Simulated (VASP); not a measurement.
A convergence study with VASP on Ru (hcp): one setting is varied, all else stays as given below, so the limit is that of these other settings.

```
Ru
1.0
    1.35500    -2.34693     0.00000
    1.35500     2.34693     0.00000
    0.00000     0.00000     4.28000
Ru
2
Direct
  0.33333   0.66667   0.25000
  0.66667   0.33333   0.75000
```

Method: PBEsol GGA, VASP's PBE PAW potentials (set 64) (plane waves; VASP). The tightest run used: 550 eV cut-off, 25×25×15 Γ-centred mesh, tetrahedra with Blöchl corrections, potentials Ru_pv.

Task: The settings run are 3×3×2 mesh; 4×4×2 mesh; 5×5×3 mesh; 6×6×4 mesh; 7×7×4 mesh; 8×8×5 mesh; 9×9×5 mesh; 10×10×6 mesh; 11×11×6 mesh; 12×12×7 mesh; 13×13×8 mesh; 14×14×8 mesh; 15×15×9 mesh; 16×16×9 mesh; 17×17×10 mesh; 18×18×11 mesh; 19×19×11 mesh; 20×20×12 mesh; 21×21×12 mesh; 22×22×13 mesh; 23×23×14 mesh; 24×24×14 mesh; 25×25×15 mesh. From which on does the stress (every component) stay within 0.5 GPa of the tightest run?

Result: From 11×11×6 mesh on: it is off by 0.09 there and by no more than 0.5 in any finer run, while 10×10×6 mesh is off by 0.61.
```json
[
 {"setting": "3×3×2 mesh", "E (eV/atom)": "-9.7768", "pressure (GPa)": "0.19", "irreducible k-points": "6", "difference judged (GPa)": "27.51"},
 {"setting": "4×4×2 mesh", "E (eV/atom)": "-10.3007", "pressure (GPa)": "-10.18", "irreducible k-points": "8", "difference judged (GPa)": "6.89"},
 {"setting": "5×5×3 mesh", "E (eV/atom)": "-10.1378", "pressure (GPa)": "-7.40", "irreducible k-points": "10", "difference judged (GPa)": "0.71"},
 {"setting": "6×6×4 mesh", "E (eV/atom)": "-10.1336", "pressure (GPa)": "-6.50", "irreducible k-points": "21", "difference judged (GPa)": "1.68"},
 {"setting": "7×7×4 mesh", "E (eV/atom)": "-10.1388", "pressure (GPa)": "-6.82", "irreducible k-points": "24", "difference judged (GPa)": "1.68"},
 {"setting": "8×8×5 mesh", "E (eV/atom)": "-10.1753", "pressure (GPa)": "-7.49", "irreducible k-points": "30", "difference judged (GPa)": "0.24"},
 {"setting": "9×9×5 mesh", "E (eV/atom)": "-10.1709", "pressure (GPa)": "-7.35", "irreducible k-points": "36", "difference judged (GPa)": "0.06"},
 {"setting": "10×10×6 mesh", "E (eV/atom)": "-10.1580", "pressure (GPa)": "-7.22", "irreducible k-points": "56", "difference judged (GPa)": "0.61"},
 {"setting": "11×11×6 mesh", "E (eV/atom)": "-10.1630", "pressure (GPa)": "-7.27", "irreducible k-points": "64", "difference judged (GPa)": "0.09"},
 {"setting": "12×12×7 mesh", "E (eV/atom)": "-10.1651", "pressure (GPa)": "-7.30", "irreducible k-points": "76", "difference judged (GPa)": "0.05"},
 {"setting": "13×13×8 mesh", "E (eV/atom)": "-10.1635", "pressure (GPa)": "-7.29", "irreducible k-points": "105", "difference judged (GPa)": "0.28"},
 {"setting": "14×14×8 mesh", "E (eV/atom)": "-10.1647", "pressure (GPa)": "-7.29", "irreducible k-points": "120", "difference judged (GPa)": "0.03"},
 {"setting": "15×15×9 mesh", "E (eV/atom)": "-10.1651", "pressure (GPa)": "-7.31", "irreducible k-points": "135", "difference judged (GPa)": "0.11"},
 {"setting": "16×16×9 mesh", "E (eV/atom)": "-10.1638", "pressure (GPa)": "-7.30", "irreducible k-points": "150", "difference judged (GPa)": "0.11"},
 {"setting": "17×17×10 mesh", "E (eV/atom)": "-10.1634", "pressure (GPa)": "-7.27", "irreducible k-points": "198", "difference judged (GPa)": "0.06"},
 {"setting": "18×18×11 mesh", "E (eV/atom)": "-10.1645", "pressure (GPa)": "-7.30", "irreducible k-points": "222", "difference judged (GPa)": "0.06"},
 {"setting": "19×19×11 mesh", "E (eV/atom)": "-10.1645", "pressure (GPa)": "-7.30", "irreducible k-points": "240", "difference judged (GPa)": "0.02"},
 {"setting": "20×20×12 mesh", "E (eV/atom)": "-10.1644", "pressure (GPa)": "-7.30", "irreducible k-points": "308", "difference judged (GPa)": "0.03"},
 {"setting": "21×21×12 mesh", "E (eV/atom)": "-10.1645", "pressure (GPa)": "-7.31", "irreducible k-points": "336", "difference judged (GPa)": "0.02"},
 {"setting": "22×22×13 mesh", "E (eV/atom)": "-10.1646", "pressure (GPa)": "-7.30", "irreducible k-points": "364", "difference judged (GPa)": "0.03"},
 {"setting": "23×23×14 mesh", "E (eV/atom)": "-10.1646", "pressure (GPa)": "-7.31", "irreducible k-points": "448", "difference judged (GPa)": "0.00"},
 {"setting": "24×24×14 mesh", "E (eV/atom)": "-10.1643", "pressure (GPa)": "-7.31", "irreducible k-points": "488", "difference judged (GPa)": "0.04"},
 {"setting": "25×25×15 mesh", "E (eV/atom)": "-10.1646", "pressure (GPa)": "-7.31", "irreducible k-points": "520", "difference judged (GPa)": "0.00"}
]
```

Left out are rungs that failed or repeat a setting and relaxations that didn't move; long series are thinned to 24 rows.

The compound is Ru in the hcp structure. The cell was not relaxed at this level.
